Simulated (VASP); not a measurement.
Here is the system:

```xyz
3
Lattice="0.0000 3.1620 3.1620 3.1620 0.0000 3.1620 3.1620 3.1620 0.0000" Properties=species:S:1:pos:R:3 pbc="T T T"
Ba     0.0000     0.0000     0.0000
F      1.5810     1.5810     1.5810
F      4.7430     4.7430     4.7430
```

Method: PBE GGA, VASP's PBE PAW potentials (set 64) (plane waves; VASP 6.6.1). Run with 520 eV cut-off, 7×7×7 Monkhorst-Pack mesh, Gaussian smearing of 0.050 eV, potentials Ba_sv F.

Q: Estimate the energy per atom (σ→0), pressure.

A: 
```
Property                        Value
---------------------  --------------
energy per atom (σ→0)  -5709 meV/atom
pressure                    -1.01 GPa
```

Only differences to runs with the same potentials and settings are physical.

The compound is BaF2 in the fluorite structure. The cell was not relaxed at this level. The run is one of a series of settings (KPOINTS 7×7×7 Monkhorst-Pack mesh against the base run), some of them coarse on purpose.
